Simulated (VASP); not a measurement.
# AlW3C4 (Pmm2) in VASP: settings compared

Aim: see how the results for AlW3C4 move with the level of theory and the settings. Levels: LDA, PBEsol+D3. Tasks: single point.

All numbers are computed with VASP 6.6.1; they aren't measurements. Logs are shortened: lines on timing, memory, paths and dates and some standing lists are left out, and cuts for length are marked.

### 1 The crystal as given

It takes space group Pmm2 (No. 25, orthorhombic). The conventional cell has a = 2.832 Å, b = 2.947 Å, c = 10.138 Å, α = 90.00°, β = 90.00°, γ = 90.00°. Around W (site symmetry mm2) lie 6 C at 2.15 to 2.21 Å. W (site symmetry mm2) has 6 C at 2.20 to 2.21 Å as nearest neighbours. Around W (site symmetry mm2) lie 6 C at 2.19 to 2.20 Å. Al (site symmetry mm2) is surrounded by 6 C at 2.19 to 2.36 Å. C (site symmetry mm2) is surrounded by 4 W at 2.19 Å and 2 Al at 2.36 Å. C (site symmetry mm2) is surrounded by 2 W at 2.15 Å and 4 Al at 2.19 Å. C (site symmetry mm2) is surrounded by 6 W at 2.20 to 2.21 Å. C (site symmetry mm2) is surrounded by 6 W at 2.20 to 2.21 Å.

The cell comes from a database or a generator and needn't be the stable form of this composition.

### 2 Single point, LDA

INCAR reads:

```
ALGO     = Normal         # electronic algorithm
EDIFF    = 1E-6           # SCF threshold, eV
ENCUT    = 500            # plane-wave cutoff, eV
GGA      = CA             # functional
ISIF     = 2              # what is computed and relaxed
ISMEAR   = 0              # smearing method
LASPH    = T              # aspherical terms in the spheres
LCHARG   = F              # write CHGCAR
LREAL    = F              # projectors in reciprocal space
LWAVE    = F              # write WAVECAR
NBANDS   = 28             # bands
NELM     = 80             # most SCF steps
PREC     = Accurate       # precision mode
SIGMA    = 0.1            # smearing width, eV
```

KPOINTS reads:

```
k-points
0
Gamma
  9 9 3
```

POSCAR reads:

```
AlW3C4
1.0
    2.8323640000      0.0000000000      0.0000000000
    0.0000000000      2.9474060000      0.0000000000
    0.0000000000      0.0000000000     10.1379520000
W Al C
3 1 4
Direct
    0.0000000000      0.5000000000      0.5016550000
    0.0000000000      0.0000000000      0.2513470000
    0.0000000000      0.5000000000      0.0018810000
    0.0000000000      0.0000000000      0.7388960000
    0.5000000000      0.0000000000      0.9255220000
    0.5000000000      0.5000000000      0.6616870000
    0.5000000000      0.0000000000      0.4176690000
    0.5000000000      0.5000000000      0.1680440000
```

Potentials or basis: VASP PAW LDA potentials, release 64 (W, Al, C).

On the command line:

```bash
cat potpaw_LDA.64/W/POTCAR potpaw_LDA.64/Al/POTCAR potpaw_LDA.64/C/POTCAR > POTCAR
mpirun -np 1 vasp_std > vasp.out
```

OUTCAR:

```text
EDIFF = 1E-6
   ENCUT = 500
   GGA = CA
   ISIF = 2
   ISMEAR = 0
   LASPH = T
   LREAL = F
   NELM = 80
   PREC = Accurate

 ion  position               nearest neighbor table
   1  0.000  0.500  0.502-   6 2.15   6 2.15   7 2.21   7 2.21   7 2.21   7 2.21   4 2.82   4 2.82
                             2 2.93   2 2.93
   2  0.000  0.000  0.251-   7 2.20   7 2.20   8 2.21   8 2.21   8 2.21   8 2.21   3 2.93   3 2.93
                             1 2.93   1 2.93
   3  0.000  0.500  0.002-   5 2.19   5 2.19   5 2.19   5 2.19   8 2.20   8 2.20   2 2.93   2 2.93
                             4 3.05   4 3.05
   4  0.000  0.000  0.739-   6 2.19   6 2.19   6 2.19   6 2.19   5 2.36   5 2.36   1 2.82   1 2.82
                             3 3.05   3 3.05
   5  0.500  0.000  0.926-   3 2.19   3 2.19   3 2.19   3 2.19   4 2.36   4 2.36
   6  0.500  0.500  0.662-   1 2.15   1 2.15   4 2.19   4 2.19   4 2.19   4 2.19
   7  0.500  0.000  0.418-   2 2.20   2 2.20   1 2.21   1 2.21   1 2.21   1 2.21
   8  0.500  0.500  0.168-   3 2.20   3 2.20   2 2.21   2 2.21   2 2.21   2 2.21

  LATTYP: Found a simple orthorhombic cell.
 ALAT       =     2.8323640000
 B/A-ratio  =     1.0406169546
 C/A-ratio  =     3.5793252562

  Lattice vectors:

 A1 = (   2.8323640000,   0.0000000000,   0.0000000000)
 A2 = (   0.0000000000,   2.9474060000,   0.0000000000)
 A3 = (   0.0000000000,   0.0000000000,  10.1379520000)

Analysis of symmetry for initial positions (statically):
=====================================================================
 Subroutine PRICEL returns:
 Original cell was already a primitive cell.

 Routine SETGRP: Setting up the symmetry group for a
 simple orthorhombic supercell.

 Subroutine GETGRP returns: Found  4 space group operations
 (whereof  4 operations were pure point group operations)
 out of a pool of  8 trial point group operations.

The static configuration has the point symmetry C_2v.

Analysis of symmetry for dynamics (positions and initial velocities):
=====================================================================
 Subroutine PRICEL returns:
 Original cell was already a primitive cell.

 Routine SETGRP: Setting up the symmetry group for a
 simple orthorhombic supercell.

 Subroutine GETGRP returns: Found  4 space group operations
 (whereof  4 operations were pure point group operations)
 out of a pool of  8 trial point group operations.

The dynamic configuration has the point symmetry C_2v.

 Subroutine INISYM returns: Found  4 space group operations
 (whereof  4 operations are pure point group operations),
 and found     1 'primitive' translations

----------------------------------------------------------------------------------------

                                     Primitive cell

  volume of cell :      84.6329

  direct lattice vectors                    reciprocal lattice vectors
     2.832364000  0.000000000  0.000000000     0.353061965  0.000000000  0.000000000
     0.000000000  2.947406000  0.000000000     0.000000000  0.339281388  0.000000000
     0.000000000  0.000000000 10.137952000     0.000000000  0.000000000  0.098639252

  length of vectors
     2.832364000  2.947406000 10.137952000     0.353061965  0.339281388  0.098639252

  position of ions in fractional coordinates (direct lattice)
     0.000000000  0.500000000  0.501655000
     0.000000000  0.000000000  0.251347000
     0.000000000  0.500000000  0.001881000
     0.000000000  0.000000000  0.738896000
     0.500000000  0.000000000  0.925522000
     0.500000000  0.500000000  0.661687000
     0.500000000  0.000000000  0.417669000
     0.500000000  0.500000000  0.168044000

  ion indices of the primitive-cell ions
   primitive index   ion index
                 1           1
                 2           2
                 3           3
                 4           4
                 5           5
                 6           6
                 7           7
                 8           8

----------------------------------------------------------------------------------------

 KPOINTS: k-points

Automatic generation of k-mesh.
 Grid dimensions read from file:
 generate k-points for:    9    9    3

 Generating k-lattice:

  Cartesian coordinates                     Fractional coordinates (reciprocal lattice)
     0.039229107  0.000000000  0.000000000     0.111111111  0.000000000  0.000000000
     0.000000000  0.037697932  0.000000000     0.000000000  0.111111111  0.000000000
     0.000000000  0.000000000  0.032879751     0.000000000  0.000000000  0.333333333

  Length of vectors
     0.039229107  0.037697932  0.032879751

  Shift w.r.t. Gamma in fractional coordinates (k-lattice)
     0.000000000  0.000000000  0.000000000

 Subroutine IBZKPT returns following result:
 ===========================================

 Found     50 irreducible k-points:

 Following reciprocal coordinates:
            Coordinates               Weight
  0.000000  0.000000  0.000000      1.000000
[... 30 lines left out ...]
   NSW    =      0    number of steps for IOM
   IBRION =     -1    ionic relax: 0-MD 1-quasi-New 2-CG
   NFREE  =      0    steps in history (QN), initial steepest desc. (CG)
   ISIF   =      2    stress and relaxation
   ISYM   =      2    0-nonsym 1-usesym 2-fastsym
   POTIM  = 0.5000    time-step for ionic-motion
   TEBEG  =    0.0;   TEEND  =   0.0 temperature during run
   PSTRESS=    0.0 pullay stress
   NELECT =      37.0000    total number of electrons
   NUPDOWN=      -1.0000    fix difference up-down
   EMIN   =  10.00;   EMAX   =-10.00  energy-range for DOS
   EFERMI =   0.00;   METHOD = LEGACY
   ISMEAR =     0;   SIGMA  =   0.10  broadening in eV -4-tet -1-fermi 0-gaus
   EFERMI_NEDOS =   21; number of points for ismear=-14 and -15
   IALGO  =     38    algorithm
   IMIX   =      4    mixing-type and parameters
     AMIX     =   0.40;   BMIX     =  1.00
     AMIX_MAG =   1.60;   BMIX_MAG =  1.00
  volume/ion in A,a.u.               =      10.58        71.39
  Fermi-wavevector in a.u.,A,eV,Ry     =   1.242498  2.347981 21.004687  1.543801
  Thomas-Fermi vector in A             =   2.376850
   LORBIT       =      0    0 simple, 1 ext, 2 COOP (PROOUT), +10 PAW based schemes
   GGA     = CA    functional components
   LHFCALC =     F    Hartree Fock is set to
   AEXX    =    0.0000 exact exchange contribution
   IVDW    =     0    specifies the selected vdW correction
   LEPSILON=     F    determine dielectric tensor
   LRPA    =     F    only Hartree local field effects (RPA)
 non-spin polarized calculation
 Gauss-broadening in eV      SIGMA  =   0.10
  energy-cutoff  :      500.00
  volume of cell :       84.63
 maximum number of plane-waves:      2174
 NGX is ok and might be reduce to    24
   NGX = 11   NGY = 11   NGZ = 37

 number of electron      37.0000001 magnetization

 Free energy of the ion-electron system (eV)
  ---------------------------------------------------
  ext. energy  EPLUGINS =         0.00000000
  ---------------------------------------------------
  free energy    TOTEN  =       -86.45010034 eV

  energy without entropy =      -86.43505475  energy(sigma->0) =      -86.44257755

 E-fermi :   8.0847     XC(G=0): -12.9316

 val. band max:        8.0825162409   @ k =   0.4444   0.2222   0.0000
 cond. band min:       8.1052842651   @ k =   0.1111   0.3333   0.0000
 fundamental gap:      0.0227680242
 Fermi energy:         8.0847428076

 k-point     1 :       0.0000    0.0000    0.0000
  band No.  band energies     occupation
      1      -6.1186      2.00000
      2      -4.9220      2.00000
      3      -4.6426      2.00000
      4      -2.8032      2.00000
      5       0.9021      2.00000
      6       2.5088      2.00000
[... 20 lines left out ...]
     27      12.7541      0.00000
     28      12.8363      0.00000

 k-point     2 :       0.1111    0.0000    0.0000
  band No.  band energies     occupation
      1      -5.8545      2.00000
      2      -4.6832      2.00000
      3      -4.4582      2.00000
      4      -2.7090      2.00000
      5       0.9727      2.00000
      6       2.6456      2.00000
[... 674 lines left out ...]
 k-point    24 :       0.3333    0.4444    0.0000
  band No.  band energies     occupation
      1      -2.8627      2.00000
      2      -2.7077      2.00000
      3      -2.6084      2.00000
      4      -1.5994      2.00000
      5       1.1620      2.00000
      6       1.5703      2.00000
[... 20 lines left out ...]
     27      13.2889      0.00000
     28      14.1595      0.00000

 [... further k-points ...]

------------------------ aborting loop because EDIFF is reached ----------------------------------------

  FORCE on cell =-STRESS in cart. coord.  units (eV):
  Direction    XX          YY          ZZ          XY          YZ          ZX
  --------------------------------------------------------------------------------------
  -------------------------------------------------------------------------------------
  Total       -8.5125904     -7.3338360     -6.8100844      0.0000000      0.0000000      0.0000000
  in kB     -161.1510199   -138.8361364   -128.9210445      0.0000000      0.0000000      0.0000000
  external PRESSURE =    -142.9694003 kB  Pullay stress =       0.0000000 kB

 VOLUME and BASIS-vectors are now :
 -----------------------------------------------------------------------------
  energy-cutoff  :      500.00
  volume of cell :       84.63
      direct lattice vectors                 reciprocal lattice vectors
     2.832364000  0.000000000  0.000000000     0.353061965  0.000000000  0.000000000
     0.000000000  2.947406000  0.000000000     0.000000000  0.339281388  0.000000000
     0.000000000  0.000000000 10.137952000     0.000000000  0.000000000  0.098639252

 POSITION                                       TOTAL-FORCE (eV/Angst)
 -----------------------------------------------------------------------------------
      0.00000      1.47370      5.08575         0.000000      0.000000     -0.138683
      0.00000      0.00000      2.54814         0.000000      0.000000      0.025187
      0.00000      1.47370      0.01907         0.000000      0.000000      0.171541
      0.00000      0.00000      7.49089         0.000000      0.000000     -0.022471
      1.41618      0.00000      9.38290         0.000000      0.000000      0.344848
      1.41618      1.47370      6.70815         0.000000      0.000000     -0.355081
      1.41618      0.00000      4.23431         0.000000      0.000000     -0.024719
      1.41618      1.47370      1.70362         0.000000      0.000000     -0.000622
 -----------------------------------------------------------------------------------
    total drift:                                0.000000     -0.000000     -0.000073

  FREE ENERGIE OF THE ION-ELECTRON SYSTEM (eV)
  ---------------------------------------------------
  free  energy   TOTEN  =       -86.4501003424 eV

  energy  without entropy=      -86.4350547536  energy(sigma->0) =      -86.44257755
```

Run time: 2.4 min. Hardware: 1 thread of Intel Xeon Platinum 8259CL at 2.50GHz (Skylake/Cascade Lake), shared host; peak memory 0.24 GiB.

What came out:

* Free energy: -86.4501 eV
* Pressure: -14.3 GPa
* Largest force: 0.355 eV/Å
* Band gap on the k mesh: none (metal or under the smearing width)

Forces in eV/Å, atoms in the order of the input:
```
W    0.000  0.000 -0.139
W    0.000  0.000  0.025
W    0.000  0.000  0.172
Al   0.000  0.000 -0.022
C    0.000  0.000  0.345
C    0.000  0.000 -0.355
C    0.000  0.000 -0.025
C    0.000  0.000 -0.001
```

Stress tensor (GPa, compression positive):
```
-16.12   0.00   0.00
  0.00 -13.88   0.00
  0.00   0.00 -12.89
```

Levels at points of the mesh, in eV from the Fermi level:
```tsv
k point	band 15	band 16	band 17	band 18	band 19	band 20	band 21	band 22
(0.00, 0.00, 0.00)	-1.09	-0.90	-0.60	-0.40	0.11	2.23	2.54	2.90
```

Spin-orbit coupling is left out, which matters for the levels of W.

### 3 Single point, LDA

run.py reads:

```python
from ase.calculators.vasp import Vasp
from ase.dft.bandgap import bandgap
from ase.spacegroup import crystal

atoms = crystal(
    ['W', 'W', 'W', 'Al', 'C', 'C', 'C', 'C'],
    basis=[[0.0, 0.5, 0.501655], [0.0, 0.0, 0.251347], [0.0, 0.5, 0.001881], [0.0, 0.0, 0.738896], [0.5, 0.0, 0.925522], [0.5, 0.5, 0.661687], [0.5, 0.0, 0.417669], [0.5, 0.5, 0.168044]],
    spacegroup=25,
    setting=1,
    cellpar=[2.832364, 2.947406, 10.137952, 90.0, 90.0, 90.0],
    primitive_cell=True,
)
calc = Vasp(
    directory='calc',
    xc='lda',
    pp='LDA',
    setups='minimal',
    prec='Accurate',
    encut=500,
    ediff=1e-06,
    ismear=0,
    sigma=0.1,
    lreal=False,
    lasph=True,
    nelm=60,
    algo='Fast',
    isif=2,
    lwave=False,
    lcharg=True,
    lelf=True,
    lvhar=True,
    kpts=[9, 9, 3],
    gamma=True,
    nbands=28,
)
atoms.calc = calc

print('energy (eV):', atoms.get_potential_energy())
print('free energy (eV):', atoms.get_potential_energy(force_consistent=True))
print('forces (eV/A):')
print(atoms.get_forces())
print('stress (eV/A^3, Voigt):', atoms.get_stress())
print('Fermi level (eV):', calc.get_fermi_level())
gap, top, bottom = bandgap(calc)
print('band gap (eV):', gap, 'from (spin, k, band)', top, 'to', bottom)
```

Potentials or basis: VASP PAW LDA potentials, release 64 (W, Al, C).

On the command line:

```bash
python run.py
```

It took 2.7 min on 1 thread of Intel Xeon Platinum 8259CL at 2.50GHz (Skylake/Cascade Lake), shared host; peak memory 0.24 GiB.

The run converged. Its results:

- Free energy: -86.4501 eV
- Pressure: -14.3 GPa
- Largest force: 0.355 eV/Å
- Band gap on the k mesh: none (metal or under the smearing width)

Forces on the atoms (eV/Å):
```
W    0.000  0.000 -0.138
W    0.000  0.000  0.025
W    0.000  0.000  0.171
Al   0.000  0.000 -0.023
C    0.000  0.000  0.345
C    0.000  0.000 -0.355
C    0.000  0.000 -0.025
C    0.000  0.000 -0.001
```

Stress tensor (GPa, compression positive):
```
-16.12   0.00   0.00
  0.00 -13.89   0.00
  0.00   0.00 -12.90
```

Levels at points of the mesh, in eV from the Fermi level:
| k point | band 15 | band 16 | band 17 | band 18 | band 19 | band 20 | band 21 | band 22 |
| --- | --- | --- | --- | --- | --- | --- | --- | --- |
| (0.00, 0.00, 0.00) | -1.09 | -0.90 | -0.60 | -0.40 | 0.11 | 2.23 | 2.54 | 2.90 |

### 4 Single point, PBEsol+D3 (atoms moved at random, drawn with an rms of 0.15 Å)

run.py reads:

```python
from ase.calculators.vasp import Vasp
from ase.dft.bandgap import bandgap
from ase.io import read

atoms = read('POSCAR')
calc = Vasp(
    directory='calc',
    xc='pbesol',
    pp='PBE',
    setups='minimal',
    pp_version='54',
    prec='Accurate',
    encut=500,
    ediff=1e-07,
    ismear=-1,
    sigma=0.1,
    lreal=False,
    lasph=True,
    nelm=60,
    algo='Normal',
    isif=2,
    lwave=False,
    lcharg=False,
    ivdw=11,
    kpts=[9, 9, 3],
    gamma=True,
)
atoms.calc = calc

print('energy (eV):', atoms.get_potential_energy())
print('free energy (eV):', atoms.get_potential_energy(force_consistent=True))
print('forces (eV/A):')
print(atoms.get_forces())
print('stress (eV/A^3, Voigt):', atoms.get_stress())
print('Fermi level (eV):', calc.get_fermi_level())
gap, top, bottom = bandgap(calc)
print('band gap (eV):', gap, 'from (spin, k, band)', top, 'to', bottom)
```

POSCAR reads:

```
AlW3C4
1.0
    2.8323640000      0.0000000000      0.0000000000
    0.0000000000      2.9474060000      0.0000000000
    0.0000000000      0.0000000000     10.1379520000
W Al C
3 1 4
Direct
   -0.0209120000      0.5433690000      0.4975970000
   -0.0127110000     -0.0111550000      0.2375870000
    0.0110860000      0.5342880000      0.0034650000
   -0.0002520000      0.0031200000      0.7269780000
    0.5175900000      0.0225010000      0.9332000000
    0.4402690000      0.5385690000      0.6406270000
    0.5478890000     -0.0245000000      0.4146050000
    0.5392010000      0.4247250000      0.1759360000
```

Potentials or basis: VASP PAW PBE potentials, release 54 (W, Al, C).

On the command line:

```bash
python run.py
```

Wall time 4.5 min (1 thread of Intel Xeon Platinum 8259CL at 2.50GHz (Skylake/Cascade Lake), shared host); peak memory 0.37 GiB.

Results (log left out):

```
Free energy                : -83.3925 eV
Pressure                   : 4.4 GPa
Largest force              : 6.134 eV/Å
Band gap on the k mesh     : none (metal or under the smearing width)
Dispersion energy per atom : -0.239 eV
```

Forces on the atoms (eV/Å):
```
W    0.581 -3.715 -2.669
W    3.057 -3.018  4.379
W    0.029 -1.425 -0.762
Al  -0.497  0.445  0.754
C    0.082  0.253 -0.683
C    2.226 -0.013  3.458
C   -2.877  3.055 -1.554
C   -2.601  4.418 -2.924
```

Stress tensor (GPa, compression positive):
```
 5.81 -8.71 11.12
-8.71  2.78 -4.10
11.12 -4.10  4.54
```

Levels at points of the mesh, in eV from the Fermi level:
```csv
k point,band 14,band 15,band 16,band 17,band 18,band 19,band 20,band 21,band 22,band 23
"(0.00, 0.00, 0.00)",-2.24,-1.19,-0.96,-0.72,-0.32,0.03,1.92,2.45,2.47,3.46
```

Caveat: the PAW data sets were made with another functional, which shifts forces and pressure a little; pairwise dispersion overbinds metals, which lowers pressure and volume.

### 5 For comparison

An earlier run on the cell as given: functional PBE; potentials or basis VASP PAW PBE potentials, release 64 (W_sv, Al, C); cutoff 520 eV; k mesh 9 × 9 × 3; occupations fermi-dirac, width 0.05 eV; no spin polarisation.

- Pressure: -1.1 GPa
- Largest force: 0.113 eV/Å
- Band gap on the k mesh: none (metal or under the smearing width)

### 6 Summary

```csv
level,potentials or basis,cell,cutoff (eV),smearing,gap on the mesh (eV),pressure (GPa),largest force (eV/Å)
LDA,"VASP PAW LDA potentials, release 64 (W, Al, C)",as given,500,gaussian 0.1 eV,none,-14.3,0.35
PBEsol+D3,"VASP PAW PBE potentials, release 54 (W, Al, C)","atoms moved at random, drawn with an rms of 0.15 Å",500,fermi-dirac 0.1 eV,none,4.4,6.13
PBE,"VASP PAW PBE potentials, release 64 (W_sv, Al, C)",as given,520,fermi-dirac 0.05 eV,none,-1.1,0.11
```

Alike in all rows: task single point; no spin polarisation; k mesh 9 × 9 × 3.

Caveats: the PAW data sets were made with another functional, which shifts forces and pressure a little (some runs); pairwise dispersion overbinds metals, which lowers pressure and volume (some runs).

Total energies depend on the potentials used, so only differences within one code and one set of settings carry meaning.
